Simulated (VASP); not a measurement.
Data:

```yaml
crystal:
  lattice:
    - [6.83819, 0.00000, 0.00000]
    - [0.00000, 6.83819, 0.00000]
    - [0.00000, 0.00000, 6.83819]
  atoms:
    - { symbol: Ti, position: [0.00000, 0.00000, 0.00000] }
    - { symbol: Ti, position: [0.50000, 0.50000, 0.00000] }
    - { symbol: Ti, position: [0.00000, 0.50000, 0.50000] }
    - { symbol: Ti, position: [0.50000, 0.00000, 0.50000] }
    - { symbol: Te, position: [0.36114, 0.36114, 0.36114] }
    - { symbol: Te, position: [0.86114, 0.13886, 0.63886] }
    - { symbol: Te, position: [0.63886, 0.86114, 0.13886] }
    - { symbol: Te, position: [0.13886, 0.63886, 0.86114] }
    - { symbol: Te, position: [0.63886, 0.63886, 0.63886] }
    - { symbol: Te, position: [0.13886, 0.86114, 0.36114] }
    - { symbol: Te, position: [0.36114, 0.13886, 0.86114] }
    - { symbol: Te, position: [0.86114, 0.36114, 0.13886] }
```

Calculation: r2SCAN meta-GGA, VASP's PBE PAW potentials (set 64) (plane waves; VASP). Run with 400 eV cut-off, 5×5×5 Γ-centred mesh, tetrahedra with Blöchl corrections, potentials Ti_sv Te.

### Question
Give the energies of bands 43 to 56 at the high-symmetry points, in eV from the Fermi level.

### Answer

| band | Γ | X | M | R | X1 |
|---|---|---|---|---|---|
| 43 | -1.34 | -1.83 | -1.99 | -1.69 | -1.83 |
| 44 | -1.34 | -1.83 | -1.99 | -1.69 | -1.83 |
| 45 | -1.05 | -0.64 | -0.70 | -1.12 | -0.64 |
| 46 | -0.02 | -0.64 | -0.70 | -1.12 | -0.64 |
| 47 | -0.02 | -0.05 | -0.70 | -1.12 | -0.05 |
| 48 | -0.02 | -0.05 | -0.70 | -1.12 | -0.05 |
| 49 | 0.21 | 0.32 | 0.30 | -0.14 | 0.32 |
| 50 | 0.21 | 0.32 | 0.30 | -0.14 | 0.32 |
| 51 | 0.34 | 0.38 | 0.30 | -0.14 | 0.38 |
| 52 | 0.34 | 0.38 | 0.30 | -0.14 | 0.38 |
| 53 | 0.34 | 0.55 | 0.49 | 0.31 | 0.55 |
| 54 | 0.58 | 0.55 | 0.49 | 0.31 | 0.55 |
| 55 | 0.77 | 0.74 | 0.49 | 0.31 | 0.74 |
| 56 | 0.77 | 0.74 | 0.49 | 0.31 | 0.74 |

It has no gap at this level: it comes out as a metal or semimetal.

The structure was generated: TiTe2 was put into the pyrite type (Pa-3), which need not be its known phase. It was relaxed first, which changed the volume by -19 %.
